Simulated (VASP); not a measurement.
## CdGe64 (a cell with a defect): electric field gradients with PBEsol

CdGe64 (a cell with a defect):

```
CELL_PARAMETERS angstrom
11.38000 0.00000 0.00000
0.00000 11.38000 0.00000
0.00000 0.00000 11.38000
ATOMIC_POSITIONS crystal
Cd 0.00010 0.00002 0.24645
Ge 0.00011 0.00002 0.99125
Ge 0.00013 0.25525 0.24644
Ge 0.25534 0.00005 0.24643
Ge 0.25851 0.25845 0.98795
Ge 0.13435 0.13427 0.11222
Ge 0.12671 0.37601 0.37311
Ge 0.37610 0.12663 0.37311
Ge 0.37704 0.37696 0.12273
Ge 0.00010 0.00001 0.50164
Ge 0.00007 0.24979 0.74649
Ge 0.24988 0.00001 0.74648
Ge 0.25080 0.25072 0.49724
Ge 0.12667 0.12659 0.62249
Ge 0.12378 0.37704 0.86944
Ge 0.37711 0.12371 0.86945
Ge 0.37539 0.37531 0.62183
Ge 0.00010 0.50003 0.99668
Ge 0.00007 0.74479 0.24645
Ge 0.24990 0.49997 0.24647
Ge 0.25087 0.74925 0.99581
Ge 0.12672 0.62397 0.11990
Ge 0.13433 0.86577 0.38065
Ge 0.37715 0.62296 0.37011
Ge 0.37618 0.87339 0.11988
Ge 0.00010 0.50003 0.49627
Ge 0.00014 0.75024 0.74649
Ge 0.25063 0.50006 0.74643
Ge 0.25857 0.74156 0.50479
Ge 0.12380 0.62309 0.62339
Ge 0.12675 0.87337 0.87053
Ge 0.37543 0.62469 0.87111
Ge 0.37702 0.87635 0.62339
Ge 0.50012 0.00003 0.99667
Ge 0.50005 0.24983 0.24647
Ge 0.74486 0.00001 0.24647
Ge 0.74933 0.25079 0.99581
Ge 0.62405 0.12664 0.11990
Ge 0.62304 0.37708 0.37011
Ge 0.86586 0.13425 0.38066
Ge 0.87347 0.37608 0.11990
Ge 0.50011 0.00002 0.49627
Ge 0.50013 0.25056 0.74643
Ge 0.75032 0.00006 0.74648
Ge 0.74163 0.25848 0.50478
Ge 0.62317 0.12371 0.62339
Ge 0.62478 0.37534 0.87112
Ge 0.87345 0.12667 0.87054
Ge 0.87642 0.37693 0.62338
Ge 0.50009 0.50001 0.99591
Ge 0.50016 0.75021 0.24648
Ge 0.75028 0.50009 0.24649
Ge 0.74169 0.74161 0.98796
Ge 0.62315 0.62307 0.12273
Ge 0.62411 0.87340 0.37310
Ge 0.87349 0.62403 0.37310
Ge 0.86587 0.86580 0.11220
Ge 0.50009 0.50002 0.49713
Ge 0.50006 0.74951 0.74643
Ge 0.74959 0.49997 0.74643
Ge 0.74942 0.74933 0.49722
Ge 0.62481 0.62473 0.62182
Ge 0.62311 0.87635 0.86945
Ge 0.87643 0.62301 0.86944
Ge 0.87353 0.87344 0.62250
```

The cell was built by a generator and needn't be a form met in nature.

```
Program                : VASP 6.6.1
Task                   : electric field gradients
Functional             : PBEsol
Potentials or basis    : VASP PAW PBE potentials, release 64 (Cd, Ge)
Cutoff                 : 360 eV
k mesh                 : 2 × 2 × 2
Occupations            : gaussian, width 0.02 eV
Spin                   : no spin polarisation
Charge                 : 2
Further INCAR settings : ALGO = Normal; EDIFF = 1e-08; NELECT = 266
```

* Largest force: 0.004 eV/Å
* Band gap on the k mesh: none (metal or under the smearing width)

Forces on the atoms (eV/Å):
```
Cd   0.000  0.000 -0.001
Ge   0.000  0.000 -0.001
Ge  -0.003  0.001  0.001
Ge   0.001 -0.002  0.001
Ge   0.000 -0.001  0.001
Ge   0.001  0.001 -0.002
Ge   0.001  0.001  0.001
Ge  -0.001  0.001  0.001
Ge   0.000  0.001  0.000
Ge   0.000  0.000  0.002
Ge   0.000  0.001 -0.001
Ge   0.000 -0.001  0.000
Ge   0.000 -0.001 -0.002
Ge   0.001  0.001  0.002
Ge  -0.001 -0.001  0.000
Ge  -0.002 -0.001  0.001
Ge   0.001  0.001  0.000
Ge  -0.001  0.000  0.000
Ge   0.001  0.000 -0.001
Ge   0.001 -0.001 -0.001
Ge   0.000  0.001 -0.001
Ge   0.000  0.001 -0.002
Ge   0.000  0.002 -0.001
Ge  -0.002  0.003  0.002
Ge  -0.002  0.001 -0.001
Ge   0.000 -0.001 -0.001
Ge   0.000  0.000 -0.001
Ge   0.000  0.000  0.001
Ge   0.000  0.000  0.001
Ge   0.001  0.000  0.001
Ge   0.000  0.000 -0.002
Ge   0.001  0.000  0.002
Ge   0.001 -0.002  0.002
Ge  -0.001 -0.001  0.000
Ge   0.000  0.000  0.000
Ge   0.001  0.000 -0.001
Ge   0.001  0.000 -0.001
Ge   0.001  0.000 -0.001
Ge   0.002 -0.002  0.002
Ge   0.002  0.000 -0.001
Ge   0.001 -0.001 -0.001
Ge   0.000  0.000  0.000
Ge   0.001  0.000  0.000
Ge   0.000  0.000  0.000
Ge   0.000  0.000  0.001
Ge  -0.001  0.002  0.001
Ge  -0.001  0.001  0.001
Ge   0.000  0.000 -0.002
Ge  -0.001  0.002  0.002
Ge   0.001  0.000 -0.002
Ge  -0.001 -0.001 -0.001
Ge   0.000 -0.001 -0.001
Ge   0.000 -0.001  0.000
Ge   0.000  0.000 -0.001
Ge   0.000  0.000  0.001
Ge  -0.001  0.000  0.001
Ge  -0.002 -0.001  0.001
Ge   0.001  0.000 -0.003
Ge   0.001 -0.001  0.000
Ge  -0.001  0.001  0.000
Ge  -0.001 -0.001  0.000
Ge  -0.001  0.000  0.001
Ge   0.000  0.000  0.000
Ge   0.000  0.001  0.001
Ge  -0.001 -0.001  0.002
```

Levels at points of the mesh, in eV from the Fermi level:
```
           k point  band 129  band 130  band 131  band 132  band 133  band 134  band 135  band 136  band 137  band 138
(0.00, 0.00, 0.00)     -1.22     -1.22     -0.34     -0.10      0.04      0.04      0.04      0.09      0.09      0.09
(0.50, 0.00, 0.00)     -1.23     -0.86     -0.86     -0.80     -0.80      0.21      0.56      0.97      1.19      1.26
(0.00, 0.50, 0.00)     -1.23     -0.86     -0.86     -0.80     -0.80      0.21      0.56      0.97      1.19      1.26
(0.00, 0.00, 0.50)     -1.24     -0.86     -0.86     -0.80     -0.80      0.21      0.56      0.97      1.19      1.26
(0.50, 0.50, 0.00)     -1.61     -0.39     -0.33     -0.33     -0.25      0.52      1.01      1.09      1.09      1.29
(0.00, 0.50, 0.50)     -1.61     -0.39     -0.33     -0.33     -0.25      0.52      1.01      1.09      1.09      1.29
(0.50, 0.00, 0.50)     -1.61     -0.39     -0.33     -0.33     -0.25      0.52      1.01      1.09      1.09      1.29
(0.50, 0.50, 0.50)     -0.78     -0.78     -0.78     -0.75     -0.75     -0.04      0.47      0.56      0.56      0.56
```

Electric field gradients, principal values (V/Å²):
| atom | Vxx | Vyy | Vzz |
| --- | --- | --- | --- |
| 1 Cd | -0.003 | -0.080 | 0.084 |
| 2 Ge | 16.047 | 20.021 | -36.068 |
| 3 Ge | 16.087 | 19.954 | -36.040 |
| 4 Ge | 16.103 | 19.952 | -36.054 |
| 5 Ge | -30.275 | -30.412 | 60.687 |
| 6 Ge | 22.657 | 22.695 | -45.352 |
| 7 Ge | -4.494 | -7.397 | 11.891 |
| 8 Ge | -4.525 | -7.378 | 11.903 |
| 9 Ge | -2.302 | -7.979 | 10.281 |
| 10 Ge | 16.124 | 19.881 | -36.004 |
| 11 Ge | -0.465 | -2.338 | 2.803 |
| 12 Ge | -0.467 | -2.334 | 2.801 |
| 13 Ge | 2.093 | 2.199 | -4.292 |
| 14 Ge | -4.486 | -7.322 | 11.808 |
| 15 Ge | -2.321 | -8.116 | 10.438 |
| 16 Ge | -2.311 | -8.109 | 10.421 |
| 17 Ge | -0.721 | -0.938 | 1.659 |
| 18 Ge | -0.505 | -2.302 | 2.808 |
| 19 Ge | 16.087 | 19.952 | -36.039 |
| 20 Ge | -0.474 | -2.331 | 2.805 |
| 21 Ge | 2.071 | 2.279 | -4.350 |
| 22 Ge | -4.535 | -7.351 | 11.886 |
| 23 Ge | 22.643 | 22.787 | -45.430 |
| 24 Ge | -2.421 | -8.184 | 10.605 |
| 25 Ge | -4.580 | -7.370 | 11.951 |
| 26 Ge | -0.443 | -2.274 | 2.717 |
| 27 Ge | -0.468 | -2.309 | 2.777 |
| 28 Ge | 0.464 | 1.221 | -1.684 |
| 29 Ge | -30.221 | -30.467 | 60.687 |
| 30 Ge | -2.371 | -7.958 | 10.329 |
| 31 Ge | -4.407 | -7.544 | 11.951 |
| 32 Ge | -0.881 | -0.894 | 1.774 |
| 33 Ge | -2.420 | -7.929 | 10.349 |
| 34 Ge | -0.503 | -2.305 | 2.807 |
| 35 Ge | -0.476 | -2.327 | 2.803 |
| 36 Ge | 16.104 | 19.956 | -36.060 |
| 37 Ge | 2.074 | 2.274 | -4.349 |
| 38 Ge | -4.543 | -7.356 | 11.899 |
| 39 Ge | -2.423 | -8.180 | 10.603 |
| 40 Ge | 22.659 | 22.769 | -45.428 |
| 41 Ge | -4.560 | -7.376 | 11.937 |
| 42 Ge | -0.445 | -2.286 | 2.732 |
| 43 Ge | 0.458 | 1.223 | -1.681 |
| 44 Ge | -0.467 | -2.309 | 2.777 |
| 45 Ge | -30.194 | -30.471 | 60.665 |
| 46 Ge | -2.397 | -7.953 | 10.349 |
| 47 Ge | -0.865 | -0.895 | 1.760 |
| 48 Ge | -4.400 | -7.550 | 11.950 |
| 49 Ge | -2.391 | -7.914 | 10.305 |
| 50 Ge | 0.458 | 1.216 | -1.674 |
| 51 Ge | -0.476 | -2.318 | 2.795 |
| 52 Ge | -0.476 | -2.304 | 2.780 |
| 53 Ge | -30.271 | -30.380 | 60.651 |
| 54 Ge | -2.334 | -8.013 | 10.348 |
| 55 Ge | -4.494 | -7.411 | 11.905 |
| 56 Ge | -4.480 | -7.405 | 11.885 |
| 57 Ge | 22.619 | 22.753 | -45.373 |
| 58 Ge | 0.263 | 1.448 | -1.711 |
| 59 Ge | 0.514 | 1.172 | -1.686 |
| 60 Ge | 0.515 | 1.169 | -1.684 |
| 61 Ge | 2.071 | 2.154 | -4.224 |
| 62 Ge | -0.722 | -0.938 | 1.660 |
| 63 Ge | -2.323 | -8.092 | 10.415 |
| 64 Ge | -2.337 | -8.106 | 10.443 |
| 65 Ge | -4.477 | -7.328 | 11.805 |

It took 12 min on 4 MPI ranks on AMD EPYC 9R45 96-Core Processor (Zen 5) (shared host), peak memory 0.45 GiB a rank.

Caveat: the cell carries a net charge on a neutralising background, which shifts energy and pressure; the cell is charged against a uniform background, so pressure and absolute levels hang on convention; the PAW data sets were made with another functional, which shifts forces and pressure a little.
